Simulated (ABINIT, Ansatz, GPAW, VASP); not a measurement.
Code comparison for CsPbCl₃ (Pm-3m, 5 atoms in the cell)

Self-consistent single point, at a second geometry (lattice scaled by 0.98). First geometry:

```
CELL_PARAMETERS angstrom
      5.71098     0.00000     0.00000
      0.00000     5.71098     0.00000
      0.00000     0.00000     5.71098
ATOMIC_POSITIONS crystal
  Cs 0.00000 0.00000 0.00000
  Pb 0.50000 0.50000 0.50000
  Cl 0.50000 0.00000 0.50000
  Cl 0.00000 0.50000 0.50000
  Cl 0.50000 0.50000 0.00000
```

Shared settings, as Ansatz (an electronic-structure program) writes them: kpoints.mp_grid.grid = 5 5 5; scf.occupations.method = fermi_dirac; scf.occupations.width = 0.02 eV. Potentials and cutoffs stand in the table.

```
code                                           model  ΔF from the first geometry (meV/atom)  pressure (GPa)  cutoff
------  --------------------------------------------  -------------------------------------  --------------  ------
VASP         PBE, VASP's PBE PAW potentials (set 64)                                   14.0            1.53  300 eV
ABINIT                   PBE, PAW (JTH v2.0 PBE PAW)                                   14.7            1.76   52 Ry
Ansatz                        PBE, default PAW files                                   13.9            1.86  420 eV
GPAW    PBE, GPAW PAW datasets PBE (gpaw-data 1.0.1)                                   13.1            1.74  600 eV
```

On Ansatz's run: spin-orbit coupling is off.

The spread over the programs that give each value: ΔF from the first geometry within 1.6 meV/atom; pressure within 0.33 GPa.

Ansatz's pressure is given at a fixed set of plane waves, as the other plane-wave codes print theirs.

This mesh misses zone-boundary points where a band edge of such crystals can lie, so no gaps are given.

VASP's run is marked for a possible Pulay error in its stress at this cutoff; no cutoff test was made.

The starting cell has typed, rounded lattice constants, without a prior relaxation at this level. Its lattice was rescaled by a random factor within 2.5 % of one. For this run, on top of that: lattice scaled by 0.98.

Left out of this page: Quantum ESPRESSO, CP2K, Elk, FLEUR and SIESTA (not drawn, or without a comparable value).

Keys are those of Ansatz 0.2.
